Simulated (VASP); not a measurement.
## RuP (relaxed from the zinc blende structure, space group F-43m): computed properties

Calculation: PBEsol GGA, VASP's PBE PAW potentials (set 64) (plane waves; VASP 6.6.1).

```yaml
space_group: F-43m (216)
cell: a = b = c = 5.1540 Å, α = β = γ = 90.00°
volume_per_atom: 17.11 Å³/atom
band gap (over mesh and band path): none (metal, semimetal or under 0.01 eV)
density: 6.41 g/cm³
```

```cif
data_PRu
_chemical_formula_sum 'Ru1 P1'
_space_group_name_H-M_alt 'P 1'
_space_group_IT_number 1
_cell_length_a 3.64441
_cell_length_b 3.64441
_cell_length_c 3.64441
_cell_angle_alpha 60.000
_cell_angle_beta 60.000
_cell_angle_gamma 60.000
loop_
_space_group_symop_operation_xyz
  'x, y, z'
loop_
_atom_site_label
_atom_site_type_symbol
_atom_site_fract_x
_atom_site_fract_y
_atom_site_fract_z
_atom_site_occupancy
Ru1 Ru 0.00000 0.00000 0.00000 1
P1 P 0.25000 0.25000 0.25000 1
```

The structure was generated: RuP was put into the zinc blende type (F-43m), which need not be its known phase. It was relaxed first, which changed the volume by -31 %. Symmetry was kept, so distortions that lower it aren't found. The electron count is odd and the run is not spin-polarised, which forces a metal.
